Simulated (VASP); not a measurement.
All values below come from PBE GGA, VASP's PBE PAW potentials (set 64) (plane waves; VASP 6.6.1).

VASP ran on this input.

### KPOINTS
```
K-points
0
G
11 11 6
```

### INCAR
```
SYSTEM = Er
PREC = Accurate
ENCUT = 400
EDIFF = 1E-6
NELM = 100
ALGO = Normal
LREAL = .FALSE.
LASPH = .TRUE.
ISMEAR = 1
SIGMA = 0.2
GGA = PE
LMAXMIX = 6
LWAVE = .FALSE.
LCHARG = .FALSE.
ISIF = 2
```

### POSCAR
```
Er
10.8763540
  0.1667096345  -0.2816764699   0.0000000000
  0.1667096345   0.2816764699   0.0000000000
  0.0000000000   0.0000000000   0.5000000000
Er
2
Cartesian
  0.1667096345   0.0938923444   0.1250000000
  0.1758686618  -0.0938923444   0.3750000000
```

POTCAR, in this order: Er_3 (PBE.64 set). Program: vasp_std.

Output of the run:

File OSZICAR:
```
       N       E                     dE             d eps       ncg     rms          rms(c)
DAV:   1     0.392939493838E+02    0.39294E+02   -0.78463E+03 10935   0.118E+03
DAV:   2    -0.654962979126E+01   -0.45844E+02   -0.44509E+02 10568   0.483E+02
DAV:   3    -0.886829929856E+01   -0.23187E+01   -0.21534E+01 11371   0.563E+01
DAV:   4    -0.896698730721E+01   -0.98688E-01   -0.94035E-01 11397   0.103E+01
DAV:   5    -0.897194216537E+01   -0.49549E-02   -0.48703E-02 10963   0.184E+00    0.248E+01
DAV:   6    -0.896861423089E+01    0.33279E-02   -0.30563E-02 10688   0.341E+00    0.148E+01
DAV:   7    -0.897898000109E+01   -0.10366E-01   -0.52839E-02 10291   0.442E+00    0.380E-01
DAV:   8    -0.897877681532E+01    0.20319E-03   -0.34426E-03 10411   0.810E-01    0.990E-02
DAV:   9    -0.897878376948E+01   -0.69542E-05   -0.19773E-04 10862   0.197E-01    0.319E-02
DAV:  10    -0.897877757256E+01    0.61969E-05   -0.26524E-05 10779   0.666E-02    0.421E-02
DAV:  11    -0.897877839588E+01   -0.82332E-06   -0.15675E-06  6986   0.193E-02
   1 F= -.89787784E+01 E0= -.89805066E+01  d E =0.518468E-02
```

### OUTCAR
```
------------------------ aborting loop because EDIFF is reached ----------------------------------------
  FORCE on cell =-STRESS in cart. coord.  units (eV):
  Direction    XX          YY          ZZ          XY          YZ          ZX
  --------------------------------------------------------------------------------------
  Total       -0.1453845      0.4903618      0.7173513     -0.1536631      0.0000000      0.0000000
  in kB       -3.8553829     13.0036696     19.0230973     -4.0749195      0.0000000      0.0000000
  external PRESSURE =       9.3904613 kB  Pullay stress =       0.0000000 kB
  volume of cell :       60.42
      direct lattice vectors                 reciprocal lattice vectors
     1.813193000 -3.063613000  0.000000000     0.275756635 -0.163205992  0.000000000
     1.813193000  3.063613000  0.000000000     0.275756635  0.163205992  0.000000000
     0.000000000  0.000000000  5.438177000     0.000000000  0.000000000  0.183885151
 POSITION                                       TOTAL-FORCE (eV/Angst)
 -----------------------------------------------------------------------------------
      1.81319      1.02121      1.35954         0.154935      0.027733      0.000000
      1.91281     -1.02121      4.07863        -0.154935     -0.027733     -0.000000
 -----------------------------------------------------------------------------------
    total drift:                                0.000008      0.000000      0.000000
  FREE ENERGIE OF THE ION-ELECTRON SYSTEM (eV)
  ---------------------------------------------------
  free  energy   TOTEN  =        -8.9787783959 eV

  energy  without entropy=       -8.9839630756  energy(sigma->0) =       -8.98050662
```
(Selected blocks of OUTCAR.)

The 4f electrons are frozen in the core of the lanthanide potential, so 4f levels, which can set the real gap, and their magnetism are missing.

The compound is Er in the hcp structure. The cell was not relaxed at this level, atoms are displaced from their ideal sites. The run is one of a series of settings (SIGMA = 0.2 against the base run), some of them coarse on purpose.
